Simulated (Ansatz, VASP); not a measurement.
**Si2Mo: VASP beside Ansatz**

One calculation is typed for both programs; each brings its own data sets. How far apart do they land? The cell is taken from a series of runs on this material, whose earlier steps may have relaxed, scaled, displaced or heated it; both programs get it as it stands.

Main program and level: Ansatz 0.2.0; plane waves, with VASP 6.6.1 beside it; LDA.

## 1. Set-up

It takes space group I4/mmm (No. 139, tetragonal). Conventional cell: a = 3.152 Å, b = 3.152 Å, c = 7.732 Å, α = 90.00°, β = 90.00°, γ = 90.00°. Si has 5 Si at 2.55 to 2.59 Å and 5 Mo at 2.57 to 2.59 Å nearest. Mo has 10 Si at 2.57 to 2.59 Å nearest. Farther neighbours are not listed.

Structure file:

```cif
data_structure
_symmetry_space_group_name_H-M 'P 1'
_symmetry_Int_Tables_number 1
_cell_length_a 4.4625
_cell_length_b 4.4625
_cell_length_c 4.4625
_cell_angle_alpha 138.643
_cell_angle_beta 138.643
_cell_angle_gamma 59.920
_cell_volume 38.40
loop_
_atom_site_label
_atom_site_type_symbol
_atom_site_fract_x
_atom_site_fract_y
_atom_site_fract_z
_atom_site_occupancy
Si1 Si 0.33494 0.33494 0.00000 1
Si2 Si 0.66506 0.66506 0.00000 1
Mo3 Mo 0.00000 0.00000 0.00000 1
```

## 2. VASP: zone-centre phonons, LDA

Second derivatives magnify differences that forces hide, and they need a tight electronic threshold.

Lines of VASP's logs that name or quote its potential files are left out, and so is its time.

Contents of INCAR:

```
SYSTEM = Si2Mo
PREC = Accurate
ENCUT = 500
EDIFF = 1E-08
NELM = 120
ISMEAR = 1
SIGMA = 0.2
LREAL = .FALSE.
ALGO = Normal
GGA = PW92
NBANDS = 17
LASPH = .TRUE.
LORBIT = 11
LWAVE = .FALSE.
LCHARG = .FALSE.
ISIF = 2
IBRION = 8
GGA_COMPAT = .FALSE.
KPAR = 2
```

Contents of POSCAR:

```
Si2Mo
1.0
   -1.5758316463      1.5758316463      3.8662372733
    1.5758316463     -1.5758316463      3.8662372733
    1.5758316463      1.5758316463     -3.8662372733
Si Mo
2 1
Direct
    0.3349432283      0.3349432283      0.0000000000
    0.6650567717      0.6650567717      0.0000000000
    0.0000000000      0.0000000000      0.0000000000
```

Contents of KPOINTS:

```
Automatic mesh
0
Gamma
20 20 20
0 0 0
```

The projector-augmented-wave data sets are Si and Mo_sv (LDA family, release 64).

Command:

```
mpirun -np 2 vasp_std
```

Numbers of over 12 decimals in the logs are rounded to 6 here.

The log of the run:

```text
[banner, memory and clock lines left out]
running    2 mpi-ranks, on    1 nodes
 distrk:  each k-point on    1 cores,    2 groups
 distr:  one band on    1 cores,    1 groups

 POSCAR found type information on POSCAR SiMo
 POSCAR found :  2 types and       3 ions
|                                                                             |
|               ----> ADVICE to this user running VASP <----                  |
|                                                                             |
|     You enforced a specific xc type in the INCAR file but a different       |
|     [... a line on the potential file left out ...]
|     I HOPE YOU KNOW WHAT YOU ARE DOING!                                     |
|                                                                             |

 LDA part: xc-table for (Slater(with rela. corr.)+PW92), standard interpolation
 POSCAR, INCAR and KPOINTS ok, starting setup
 FFT: planning ... GRIDC
 FFT: planning ... GRID_SOFT
 FFT: planning ... GRID
 WAVECAR not read
 entering main loop
       N       E                     dE             d eps       ncg     rms          rms(c)
DAV:   1     0.123327412124E+03    0.12333E+03   -0.11065E+04 21842   0.120E+03
DAV:   2    -0.234685434632E+02   -0.14680E+03   -0.14415E+03 25273   0.317E+02
DAV:   3    -0.266630655911E+02   -0.31945E+01   -0.31610E+01 27732   0.425E+01
DAV:   4    -0.266809628270E+02   -0.17897E-01   -0.17886E-01 26239   0.348E+00
DAV:   5    -0.266810880061E+02   -0.12518E-03   -0.12517E-03 27834   0.305E-01    0.245E+01
DAV:   6    -0.259432997803E+02    0.73779E+00   -0.52909E+00 24689   0.167E+01    0.533E+00
DAV:   7    -0.258314002998E+02    0.11190E+00   -0.71563E-01 24030   0.586E+00    0.509E+00
DAV:   8    -0.257946115216E+02    0.36789E-01   -0.98116E-02 24369   0.249E+00    0.353E-01
DAV:   9    -0.257939035375E+02    0.70798E-03   -0.17174E-03 26362   0.369E-01    0.196E-01
DAV:  10    -0.257937895037E+02    0.11403E-03   -0.38975E-04 25281   0.171E-01    0.600E-02
DAV:  11    -0.257937829440E+02    0.65598E-05   -0.63245E-05 25154   0.610E-02    0.161E-02
DAV:  12    -0.257937821698E+02    0.77420E-06   -0.55628E-06 25015   0.151E-02    0.534E-03
DAV:  13    -0.257937820611E+02    0.10864E-06   -0.46274E-07 24247   0.625E-03    0.132E-03
DAV:  14    -0.257937820600E+02    0.10850E-08   -0.17314E-08 19040   0.111E-03
   1 F= -.25793782E+02 E0= -.25793945E+02  d E =0.488407E-03
 Linear response reoptimize wavefunctions to high precision
DAV:   1    -0.257937820601E+02   -0.75943E-10   -0.12556E-09 14631   0.357E-04
DAV:   2    -0.257937820601E+02   -0.90949E-11   -0.17187E-10 11919   0.123E-04
 Linear response DOF=           4
 Linear response progress:
  Degree of freedom:   1/  4
       N       E                     dE             d eps       ncg     rms          rms(c)
RMM:   1    -0.215873931886E-01   -0.21587E-01   -0.16619E-02176394   0.957E-01
RMM:   2    -0.168795854431E-01    0.47078E-02   -0.14678E-03113518   0.250E-01    0.987E-02
RMM:   3    -0.169600943669E-01   -0.80509E-04   -0.19214E-04114074   0.703E-02    0.517E-02
RMM:   4    -0.171323792816E-01   -0.17228E-03   -0.11570E-04117715   0.512E-02    0.106E-02
RMM:   5    -0.171220968730E-01    0.10282E-04   -0.14278E-06120407   0.132E-02    0.180E-03
RMM:   6    -0.171247671746E-01   -0.26703E-05   -0.20075E-07126701   0.261E-03    0.631E-04
RMM:   7    -0.171236099386E-01    0.11572E-05    0.24582E-08122639   0.707E-04    0.119E-04
RMM:   8    -0.171241028466E-01   -0.49291E-06    0.80758E-09133095   0.192E-04    0.507E-05
RMM:   9    -0.171241726498E-01   -0.69803E-07    0.11567E-09126355   0.572E-05    0.110E-05
RMM:  10    -0.171241879347E-01   -0.15285E-07   -0.18044E-09128304   0.346E-05    0.457E-06
RMM:  11    -0.171241973597E-01   -0.94250E-08   -0.39089E-09134736   0.297E-05    0.142E-06
 first order change of Fermi-energy   0.17814E-04
 force on displaced ion       1 direction 1 :  -9.007  -0.000  -0.000
 Linear response progress:
  Degree of freedom:   2/  4
       N       E                     dE             d eps       ncg     rms          rms(c)
RMM:   1    -0.312292950864E-01   -0.31229E-01   -0.10233E-02 53387   0.121E+00
RMM:   2    -0.232985456094E-01    0.79307E-02   -0.26127E-03 35960   0.320E-01    0.160E-01
RMM:   3    -0.232787727265E-01    0.19773E-04   -0.68728E-04 33518   0.132E-01    0.121E-01
RMM:   4    -0.233414268905E-01   -0.62654E-04   -0.10843E-04 34545   0.665E-02    0.421E-02
RMM:   5    -0.233995587540E-01   -0.58132E-04   -0.17822E-05 36900   0.240E-02    0.162E-02
RMM:   6    -0.234044145287E-01   -0.48558E-05   -0.31554E-06 36786   0.869E-03    0.263E-03
RMM:   7    -0.234041294560E-01    0.28507E-06    0.18248E-09 37609   0.225E-03    0.610E-04
RMM:   8    -0.234034560168E-01    0.67344E-06   -0.10749E-07 36651   0.722E-04    0.326E-04
RMM:   9    -0.234038723345E-01   -0.41632E-06   -0.72924E-09 37303   0.310E-04    0.532E-05
RMM:  10    -0.234039729149E-01   -0.10058E-06   -0.15912E-09 40419   0.118E-04    0.217E-05
RMM:  11    -0.234040051805E-01   -0.32266E-07   -0.11077E-08 38342   0.510E-05    0.310E-06
RMM:  12    -0.234040001288E-01    0.50518E-08   -0.12289E-08 41959   0.336E-05    0.172E-06
 first order change of Fermi-energy  -0.52577E-01
 force on displaced ion       1 direction 3 :   0.000   0.000 -14.236
 Linear response progress:
  Degree of freedom:   3/  4
       N       E                     dE             d eps       ncg     rms          rms(c)
RMM:   1    -0.860728364029E+00   -0.86073E+00    0.39141E-01 43208   0.286E+01
RMM:   2    -0.684642826533E+00    0.17609E+00   -0.26244E-01 58234   0.376E+00    0.167E-01
RMM:   3    -0.689735278090E+00   -0.50925E-02   -0.19265E-02 73726   0.841E-01    0.918E-02
RMM:   4    -0.689171526550E+00    0.56375E-03   -0.37223E-04 82395   0.149E-01    0.333E-02
RMM:   5    -0.689028645254E+00    0.14288E-03   -0.35700E-05 85274   0.371E-02    0.845E-03
RMM:   6    -0.689043054349E+00   -0.14409E-04   -0.49092E-06 81638   0.127E-02    0.100E-03
RMM:   7    -0.689048322852E+00   -0.52685E-05   -0.66916E-07 89241   0.411E-03    0.550E-04
RMM:   8    -0.689056243092E+00   -0.79202E-05   -0.15687E-07 80672   0.147E-03    0.172E-04
RMM:   9    -0.689058596620E+00   -0.23535E-05   -0.90215E-08 85086   0.664E-04    0.545E-05
RMM:  10    -0.689057566791E+00    0.10298E-05   -0.68702E-08 85073   0.363E-04    0.195E-05
RMM:  11    -0.689057737942E+00   -0.17115E-06   -0.56633E-08 86224   0.220E-04    0.959E-06
RMM:  12    -0.689057989100E+00   -0.25116E-06   -0.51660E-08 81687   0.175E-04    0.568E-06
RMM:  13    -0.689057881245E+00    0.10786E-06   -0.39854E-08 81934   0.139E-04    0.153E-06
RMM:  14    -0.689057905601E+00   -0.24356E-07   -0.44584E-08 83377   0.124E-04    0.599E-07
RMM:  15    -0.689057912435E+00   -0.68347E-08   -0.35963E-08 79908   0.118E-04    0.218E-07
 first order change of Fermi-energy  -0.94928E-03
 force on displaced ion       3 direction 1 : -11.200  -0.000   0.000
 Linear response progress:
  Degree of freedom:   4/  4
       N       E                     dE             d eps       ncg     rms          rms(c)
RMM:   1    -0.906579198900E+00   -0.90658E+00    0.82805E-01 23527   0.292E+01
RMM:   2    -0.731871271730E+00    0.17471E+00   -0.27360E-01 32226   0.381E+00    0.185E-01
RMM:   3    -0.736276514323E+00   -0.44052E-02   -0.19650E-02 39708   0.865E-01    0.918E-02
RMM:   4    -0.735409083858E+00    0.86743E-03   -0.57264E-04 42448   0.177E-01    0.319E-02
RMM:   5    -0.735168992843E+00    0.24009E-03   -0.51990E-05 45892   0.434E-02    0.134E-02
RMM:   6    -0.735099929693E+00    0.69063E-04   -0.60595E-06 47844   0.138E-02    0.382E-03
RMM:   7    -0.735118768430E+00   -0.18839E-04   -0.87695E-07 44338   0.547E-03    0.577E-04
RMM:   8    -0.735122583820E+00   -0.38154E-05   -0.45752E-08 49540   0.179E-03    0.325E-04
RMM:   9    -0.735124611454E+00   -0.20276E-05   -0.85177E-08 47802   0.630E-04    0.171E-04
RMM:  10    -0.735125653273E+00   -0.10418E-05   -0.15773E-08 45384   0.389E-04    0.237E-05
RMM:  11    -0.735125581372E+00    0.71902E-07   -0.28404E-08 48454   0.221E-04    0.135E-05
RMM:  12    -0.735125522505E+00    0.58867E-07   -0.14741E-08 50655   0.157E-04    0.276E-06
RMM:  13    -0.735125534652E+00   -0.12147E-07   -0.31700E-08 49452   0.128E-04    0.141E-06
RMM:  14    -0.735125556531E+00   -0.21879E-07   -0.10049E-08 46990   0.117E-04    0.359E-07
RMM:  15    -0.735125560588E+00   -0.40572E-08   -0.36438E-08 43829   0.112E-04    0.119E-07
 first order change of Fermi-energy   0.53244E-03
 force on displaced ion       3 direction 3 :  -0.000  -0.000 -14.717
 Linear response finished
```

From OUTCAR (step 2):

```text
ion  position               nearest neighbor table
   1  0.335  0.335  0.000-   2 2.55   3 2.57   3 2.57   3 2.57   3 2.57   2 2.59   2 2.59   2 2.59
                             2 2.59   3 2.59
   2  0.665  0.665  0.000-   1 2.55   3 2.57   3 2.57   3 2.57   3 2.57   1 2.59   1 2.59   1 2.59
                             1 2.59   3 2.59
   3  0.000  0.000  0.000-   2 2.57   2 2.57   1 2.57   1 2.57   2 2.57   2 2.57   1 2.57   1 2.57
                             1 2.59   2 2.59

  LATTYP: Found a body centered tetragonal cell.
 ALAT       =     3.1516632926
 C/A-ratio  =     2.4534583262

 Subroutine GETGRP returns: Found 16 space group operations
 (whereof 16 operations were pure point group operations)

The static configuration has the point symmetry D_4h.

 Found    641 irreducible k-points:

   k-points           NKPTS =    641   k-points in BZ     NKDIM =    641   number of bands    NBANDS=     17

   dimension x,y,z NGX =    36 NGY =   36 NGZ =   36
   dimension x,y,z NGXF=    72 NGYF=   72 NGZF=   72

   ENCUT  =  500.0 eV  36.75 Ry    6.06 a.u.   8.14  8.14  8.14*2*pi/ulx,y,z

   NELECT =      22.0000    total number of electrons

 k-points in reciprocal lattice and weights: Automatic mesh
   0.00000000  0.00000000  0.00000000       0.000
   0.05000000  0.00000000  0.00000000       0.001
   0.10000000  0.00000000  0.00000000       0.001
   0.15000000 -0.00000000  0.00000000       0.001
   0.20000000  0.00000000  0.00000000       0.001
   0.25000000  0.00000000  0.00000000       0.001
   0.30000000 -0.00000000  0.00000000       0.001
   0.35000000 -0.00000000  0.00000000       0.001
   0.40000000  0.00000000  0.00000000       0.001
[...]
-0.45000000 -0.45000000  0.45000000       0.000
   0.50000000  0.50000000  0.50000000       0.000

 average (electrostatic) potential at core
       1 -78.2983       2 -78.2983       3 -68.3929

  Total        1.2448810      1.2448810      1.2509624      0.0000000      0.0000000     -0.0000000
  in kB       51.9362149     51.9362149     52.1899313      0.0000000      0.0000000     -0.0000000
  external PRESSURE =      52.0207870 kB  Pullay stress =       0.0000000 kB

  energy-cutoff  :      500.00
  volume of cell :       38.40
      direct lattice vectors                 reciprocal lattice vectors
    -1.575831646  1.575831646  3.866237273     0.000000000  0.317292778  0.129324706
     1.575831646 -1.575831646  3.866237273     0.317292778  0.000000000  0.129324706
     1.575831646  1.575831646 -3.866237273     0.317292778  0.317292778  0.000000000

 POSITION                                       TOTAL-FORCE (eV/Angst)
 -----------------------------------------------------------------------------------
      0.00000      0.00000      2.58994        -0.000000     -0.000000     -0.008523
      0.00000      0.00000      5.14253         0.000000      0.000000      0.008523
      0.00000      0.00000      0.00000        -0.000000     -0.000000     -0.000000
 -----------------------------------------------------------------------------------
    total drift:                               -0.000000      0.000000      0.000000

 Eigenvectors and eigenvalues of the dynamical matrix
 ----------------------------------------------------

   1 f  =   13.555802 THz    85.173614 2PiTHz  452.172873 cm-1    56.062266 meV
             X         Y         Z           dx          dy          dz
      0.000000  0.000000  2.589940     0.000000   -0.000000   -0.707107
      0.000000  0.000000  5.142535     0.000000    0.000000    0.707107
      0.000000  0.000000  0.000000    -0.000000    0.000000    0.000000

   2 f  =   10.395041 THz    65.313971 2PiTHz  346.741256 cm-1    42.990417 meV
             X         Y         Z           dx          dy          dz
      0.000000  0.000000  2.589940     0.609102   -0.359158    0.000000
      0.000000  0.000000  5.142535    -0.609102    0.359158   -0.000000
      0.000000  0.000000  0.000000    -0.000000   -0.000000    0.000000

   3 f  =   10.395041 THz    65.313971 2PiTHz  346.741256 cm-1    42.990417 meV
             X         Y         Z           dx          dy          dz
      0.000000  0.000000  2.589940    -0.359158   -0.609102    0.000000
      0.000000  0.000000  5.142535     0.359158    0.609102   -0.000000
      0.000000  0.000000  0.000000     0.000000   -0.000000    0.000000

   4 f  =   10.074350 THz    63.299011 2PiTHz  336.044159 cm-1    41.664147 meV
             X         Y         Z           dx          dy          dz
      0.000000  0.000000  2.589940    -0.000000    0.000000   -0.561525
      0.000000  0.000000  5.142535     0.000000    0.000000   -0.561525
      0.000000  0.000000  0.000000     0.000000   -0.000000    0.607766

   5 f  =    8.788546 THz    55.220066 2PiTHz  293.154354 cm-1    36.346491 meV
             X         Y         Z           dx          dy          dz
      0.000000  0.000000  2.589940    -0.000000    0.561523    0.000000
      0.000000  0.000000  5.142535     0.000000    0.561523    0.000000
      0.000000  0.000000  0.000000     0.000000   -0.607770   -0.000000

   6 f  =    8.788546 THz    55.220066 2PiTHz  293.154354 cm-1    36.346491 meV
             X         Y         Z           dx          dy          dz
      0.000000  0.000000  2.589940     0.561523   -0.000000    0.000000
      0.000000  0.000000  5.142535     0.561523    0.000000   -0.000000
      0.000000  0.000000  0.000000    -0.607770    0.000000    0.000000

   7 f/i=    0.001023 THz     0.006427 2PiTHz    0.034117 cm-1     0.004230 meV
             X         Y         Z           dx          dy          dz
      0.000000  0.000000  2.589940     0.429758   -0.000000   -0.000000
      0.000000  0.000000  5.142535     0.429758   -0.000000    0.000000
      0.000000  0.000000  0.000000     0.794113   -0.000000    0.000000

   8 f/i=    0.001023 THz     0.006427 2PiTHz    0.034117 cm-1     0.004230 meV
             X         Y         Z           dx          dy          dz
      0.000000  0.000000  2.589940     0.000000    0.429758    0.000000
      0.000000  0.000000  5.142535    -0.000000    0.429758    0.000000
      0.000000  0.000000  0.000000     0.000000    0.794113    0.000000

   9 f/i=    0.001116 THz     0.007011 2PiTHz    0.037221 cm-1     0.004615 meV
             X         Y         Z           dx          dy          dz
      0.000000  0.000000  2.589940    -0.000000   -0.000000    0.429755
      0.000000  0.000000  5.142535     0.000000   -0.000000    0.429755
      0.000000  0.000000  0.000000    -0.000000   -0.000000    0.794116

 ELASTIC MODULI CONTR FROM IONIC RELAXATION (kBar)
 Direction    XX          YY          ZZ          XY          YZ          ZX
 --------------------------------------------------------------------------------
 XX         -17.8786    -17.8786    -27.7222      0.0000     -0.0000     -0.0000
 YY         -17.8786    -17.8786    -27.7222      0.0000     -0.0000     -0.0000
 ZZ         -27.7222    -27.7222    -42.9856      0.0000     -0.0000     -0.0000
 XY           0.0000      0.0000      0.0000      0.0000      0.0000      0.0000
 YZ          -0.0000     -0.0000     -0.0000      0.0000    -41.0214     -0.0000
 ZX          -0.0000     -0.0000     -0.0000      0.0000     -0.0000    -16.6615
 --------------------------------------------------------------------------------
```

(Continued in part 2 of 2.)

[Lines on the potential files, build, host, timing and source positions are cut from VASP's logs without a mark.]

[Logs are printed without paths, hosts, clocks, repeated set-up lines and the standing remarks that a program may print on its own settings, such as how far it seeks lower states.]

[Hosts, paths, dates, database ids (printed as entryN), source tags and the programs' standing remarks are cut or masked in the printed files.]
